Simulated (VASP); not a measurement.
```
BN
1.0
    1.25200    -2.16853     0.00000
    1.25200     2.16853     0.00000
    0.00000     0.00000     6.66000
B N
2 2
Cartesian
  1.25200   0.72284   1.66500
  1.25200  -0.72284   4.99500
  1.25200  -0.72284   1.66500
  1.25200   0.72284   4.99500
```

The base run (VASP): PBE GGA, plane waves, VASP's PBE PAW potentials (set 64). Run with 520 eV cut-off, 9×9×3 Γ-centred mesh, Gaussian smearing of 0.050 eV, potentials B N.

One setting is varied; ΔE counts from the base run. The base run took about 9 core-seconds. Times come from single runs on busy shared machines, so they are rough: good to a factor of about 2.

Pressures at a finite cut-off, here 520 eV, hold a Pulay part, which wasn't tested here.

```
setting           cost over the base run  electronic steps  ΔE (meV/atom)  pressure (GPa)
----------------  ----------------------  ----------------  -------------  --------------
PREC = Low                     about 1/2                13           -0.5            3.41
PREC = Normal                  about 1/2                13            0.0            3.41
LASPH = .FALSE.     within a factor of 2                13            1.6            3.48
PREC = Single       within a factor of 2                13           -0.1            3.40
ADDGRID = .TRUE.    within a factor of 2                13            0.0            3.40
base run                       reference                13            0.0            3.40
LREAL = Auto        within a factor of 2                13           -0.3            3.39
```

Left out are runs that failed, have no time on record or changed the cell.

The compound is BN in the hex structure. The cell was not relaxed at this level.
